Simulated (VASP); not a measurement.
These are PBE GGA, VASP's PBE PAW potentials (set 64) (plane waves; VASP) values and carry that method's errors.

VASP ran on this input.

### KPOINTS
```
Automatic mesh
0
Gamma
1 1 1
0 0 0
```

INCAR:
```
LVHAR  =  .True.
ALGO  =  Fast
LMAXMIX  =  4   ! l cut-off of mixed one-centre charges
SIGMA  =  0.05
LWAVE  =  .False.
LASPH  =  .True.
LORBIT  =  11
LREAL  =  Auto   ! projection in real space or not
ISMEAR  =  0
NELM  =  100   ! most electronic steps
SYSTEM  =  Cd27Te27
SYMPREC  =  1E-4
GGA  =  PE
ENCUT  =  400
NELMIN  =  4
PREC  =  Normal
EDIFF  =  1E-6   ! SCF stop (eV)
LCHARG  =  .False.
```

File POSCAR:
```
Cd27Te27
1.0
  0.0000000000   9.9345709374   9.9345709374
  9.9345709374   0.0000000000   9.9345709374
  9.9345709374   9.9345709374   0.0000000000
Cd Te
27 27
Cartesian
  0.0000000000   0.0000000000   0.0000000000
  3.3115203343   3.3115203343   0.0000000000
  6.6230506031   6.6230506031   0.0000000000
  3.3115203343   0.0000000000   3.3115203343
  6.6230406686   3.3115203343   3.3115203343
  9.9345709374   6.6230506031   3.3115203343
  6.6230506031   0.0000000000   6.6230506031
  9.9345709374   3.3115203343   6.6230506031
 13.2461012062   6.6230506031   6.6230506031
  0.0000000000   3.3115203343   3.3115203343
  3.3115203343   6.6230406686   3.3115203343
  6.6230506031   9.9345709374   3.3115203343
  3.3115203343   3.3115203343   6.6230406686
  6.6230406686   6.6230406686   6.6230406686
  9.9345709374   9.9345709374   6.6230406686
  6.6230506031   3.3115203343   9.9345709374
  9.9345709374   6.6230406686   9.9345709374
 13.2461012062   9.9345709374   9.9345709374
  0.0000000000   6.6230506031   6.6230506031
  3.3115203343   9.9345709374   6.6230506031
  6.6230506031  13.2461012062   6.6230506031
  3.3115203343   6.6230506031   9.9345709374
  6.6230406686   9.9345709374   9.9345709374
  9.9345709374  13.2461012062   9.9345709374
  6.6230506031   6.6230506031  13.2461012062
  9.9345709374   9.9345709374  13.2461012062
 13.2461012062  13.2461012062  13.2461012062
  1.6557551999   1.6557551999   1.6557551999
  4.9672854687   4.9672854687   1.6557551999
  8.2788058030   8.2788058030   1.6557551999
  4.9672854687   1.6557551999   4.9672854687
  8.2788157375   4.9672854687   4.9672854687
 11.5903360718   8.2788058030   4.9672854687
  8.2788058030   1.6557551999   8.2788058030
 11.5903360718   4.9672854687   8.2788058030
 14.9018564061   8.2788058030   8.2788058030
  1.6557551999   4.9672854687   4.9672854687
  4.9672854687   8.2788157375   4.9672854687
  8.2788058030  11.5903360718   4.9672854687
  4.9672854687   4.9672854687   8.2788157375
  8.2788157375   8.2788157375   8.2788157375
 11.5903360718  11.5903360718   8.2788157375
  8.2788058030   4.9672854687  11.5903360718
 11.5903360718   8.2788157375  11.5903360718
 14.9018564061  11.5903360718  11.5903360718
  1.6557551999   8.2788058030   8.2788058030
  4.9672854687  11.5903360718   8.2788058030
  8.2788058030  14.9018564061   8.2788058030
  4.9672854687   8.2788058030  11.5903360718
  8.2788157375  11.5903360718  11.5903360718
 11.5903360718  14.9018564061  11.5903360718
  8.2788058030   8.2788058030  14.9018564061
 11.5903360718  11.5903360718  14.9018564061
 14.9018564061  14.9018564061  14.9018564061
```

POTCAR, in this order: Cd Te (PBE.64 set). Program: vasp_gam. Read from the step before: WAVECAR.

The run wrote:

OUTCAR:
```
 ion  position               nearest neighbor table
   1  0.000  0.000  0.000-  28 2.87  30 2.87  34 2.87  46 2.87
   2  0.000  0.000  0.333-  28 2.87  29 2.87  35 2.87  47 2.87
   3  0.000  0.000  0.667-  30 2.87  29 2.87  36 2.87  48 2.87
   4  0.000  0.333  0.000-  28 2.87  31 2.87  33 2.87  49 2.87
   5  0.000  0.333  0.333-  29 2.87  31 2.87  50 2.87  32 2.87
   6  0.000  0.333  0.667-  30 2.87  32 2.87  33 2.87  51 2.87
   7  0.000  0.667  0.000-  34 2.87  31 2.87  36 2.87  52 2.87
   8  0.000  0.667  0.333-  32 2.87  34 2.87  35 2.87  53 2.87
   9  0.000  0.667  0.667-  36 2.87  35 2.87  33 2.87  54 2.87
  10  0.333  0.000  0.000-  28 2.87  37 2.87  39 2.87  43 2.87
  11  0.333  0.000  0.333-  29 2.87  37 2.87  44 2.87  38 2.87
  12  0.333  0.000  0.667-  30 2.87  38 2.87  39 2.87  45 2.87
  13  0.333  0.333  0.000-  31 2.87  37 2.87  42 2.87  40 2.87
  14  0.333  0.333  0.333-  32 2.87  38 2.87  40 2.87  41 2.87
  15  0.333  0.333  0.667-  33 2.87  39 2.87  41 2.87  42 2.87
  16  0.333  0.667  0.000-  34 2.87  40 2.87  43 2.87  45 2.87
  17  0.333  0.667  0.333-  35 2.87  43 2.87  41 2.87  44 2.87
  18  0.333  0.667  0.667-  36 2.87  42 2.87  44 2.87  45 2.87
  19  0.667  0.000  0.000-  46 2.87  37 2.87  48 2.87  52 2.87
  20  0.667  0.000  0.333-  38 2.87  46 2.87  47 2.87  53 2.87
  21  0.667  0.000  0.667-  48 2.87  47 2.87  39 2.87  54 2.87
  22  0.667  0.333  0.000-  40 2.87  46 2.87  49 2.87  51 2.87
  23  0.667  0.333  0.333-  47 2.87  49 2.87  41 2.87  50 2.87
  24  0.667  0.333  0.667-  42 2.87  48 2.87  50 2.87  51 2.87
  25  0.667  0.667  0.000-  52 2.87  49 2.87  43 2.87  54 2.87
  26  0.667  0.667  0.333-  44 2.87  50 2.87  52 2.87  53 2.87
  27  0.667  0.667  0.667-  54 2.87  51 2.87  53 2.87  45 2.87
  28  0.083  0.083  0.083-   1 2.87   2 2.87   4 2.87  10 2.87
  29  0.083  0.083  0.417-   2 2.87   3 2.87   5 2.87  11 2.87
  30  0.083  0.083  0.750-   3 2.87   1 2.87   6 2.87  12 2.87
  31  0.083  0.417  0.083-   4 2.87   5 2.87   7 2.87  13 2.87
  32  0.083  0.417  0.417-   6 2.87   8 2.87  14 2.87   5 2.87
  33  0.083  0.417  0.750-   4 2.87   6 2.87   9 2.87  15 2.87
  34  0.083  0.750  0.083-   7 2.87   1 2.87   8 2.87  16 2.87
  35  0.083  0.750  0.417-   2 2.87   8 2.87   9 2.87  17 2.87
  36  0.083  0.750  0.750-   9 2.87   7 2.87   3 2.87  18 2.87
  37  0.417  0.083  0.083-  10 2.87  11 2.87  13 2.87  19 2.87
  38  0.417  0.083  0.417-  12 2.87  20 2.87  14 2.87  11 2.87
  39  0.417  0.083  0.750-  10 2.87  12 2.87  15 2.87  21 2.87
...
```

**OSZICAR**
```
       N       E                     dE             d eps       ncg     rms          rms(c)
DAV:   1    -0.123707633823E+03   -0.12371E+03   -0.10214E-05   568   0.789E-03    0.103E-02
RMM:   2    -0.123707633603E+03    0.22064E-06   -0.18878E-06   359   0.371E-03    0.600E-03
RMM:   3    -0.123707633975E+03   -0.37209E-06   -0.20697E-07   281   0.767E-04    0.366E-03
RMM:   4    -0.123707634374E+03   -0.39951E-06   -0.99711E-08   221   0.567E-04
   1 F= -.12370763E+03 E0= -.12370763E+03  d E =-.209665E-11
```

### OUTCAR
```
------------------------ aborting loop because EDIFF is reached ----------------------------------------
  FORCE on cell =-STRESS in cart. coord.  units (eV):
  Direction    XX          YY          ZZ          XY          YZ          ZX
  --------------------------------------------------------------------------------------
  Total        5.2417777      5.2417777      5.2417777      0.0000000      0.0000000      0.0000000
  in kB        4.2826427      4.2826427      4.2826427      0.0000000      0.0000000      0.0000000
  external PRESSURE =       4.2826427 kB  Pullay stress =       0.0000000 kB
  volume of cell :     1961.00
      direct lattice vectors                 reciprocal lattice vectors
     0.000000000  9.934570937  9.934570937    -0.050329300  0.050329300  0.050329300
     9.934570937  0.000000000  9.934570937     0.050329300 -0.050329300  0.050329300
     9.934570937  9.934570937  0.000000000     0.050329300  0.050329300 -0.050329300
  FREE ENERGIE OF THE ION-ELECTRON SYSTEM (eV)
  ---------------------------------------------------
  free  energy   TOTEN  =      -123.7076343743 eV

  energy  without entropy=     -123.7076343743  energy(sigma->0) =     -123.70763437

 total charge

# of ion       s       p       d       tot
------------------------------------------
    1        0.442   0.287   9.535  10.265
    2        0.442   0.287   9.535  10.265
    3        0.442   0.287   9.535  10.265
    4        0.442   0.287   9.535  10.265
    5        0.442   0.287   9.535  10.265
    6        0.442   0.287   9.535  10.265
    7        0.442   0.287   9.535  10.265
    8        0.442   0.287   9.535  10.265
    9        0.442   0.287   9.535  10.265
   10        0.442   0.287   9.535  10.265
   11        0.442   0.287   9.535  10.265
   12        0.442   0.287   9.535  10.265
   13        0.442   0.287   9.535  10.265
   14        0.442   0.287   9.535  10.265
   15        0.442   0.287   9.535  10.265
   16        0.442   0.287   9.535  10.265
   17        0.442   0.287   9.535  10.265
   18        0.442   0.287   9.535  10.265
   19        0.442   0.287   9.535  10.265
   20        0.442   0.287   9.535  10.265
   21        0.442   0.287   9.535  10.265
   22        0.442   0.287   9.535  10.265
   23        0.442   0.287   9.535  10.265
   24        0.442   0.287   9.535  10.265
   25        0.442   0.287   9.535  10.265
   26        0.442   0.287   9.535  10.265
   27        0.442   0.287   9.535  10.265
   28        1.337   2.072   0.016   3.425
   29        1.337   2.072   0.016   3.425
   30        1.337   2.072   0.016   3.425
   31        1.337   2.072   0.016   3.425
   32        1.337   2.072   0.016   3.425
   33        1.337   2.072   0.016   3.425
   34        1.337   2.072   0.016   3.425
   35        1.337   2.072   0.016   3.425
   36        1.337   2.072   0.016   3.425
   37        1.337   2.072   0.016   3.425
   38        1.337   2.072   0.016   3.425
   39        1.337   2.072   0.016   3.425
   40        1.337   2.072   0.016   3.425
   41        1.337   2.072   0.016   3.425
   42        1.337   2.072   0.016   3.425
   43        1.337   2.072   0.016   3.425
   44        1.337   2.072   0.016   3.425
   45        1.337   2.072   0.016   3.425
   46        1.337   2.072   0.016   3.425
   47        1.337   2.072   0.016   3.425
   48        1.337   2.072   0.016   3.425
   49        1.337   2.072   0.016   3.425
   50        1.337   2.072   0.016   3.425
   51        1.337   2.072   0.016   3.425
   52        1.337   2.072   0.016   3.425
   53        1.337   2.072   0.016   3.425
   54        1.337   2.072   0.016   3.425
--------------------------------------------------
tot         48.048  63.707 257.875 369.630
```
(Selected blocks of OUTCAR.)

The supercell is sampled at Γ alone, which is coarse: total energies, pressure and levels can be off, energies of defects by several tenths of an eV.

The cell is a supercell, built from a database entry that may be metastable or hypothetical.
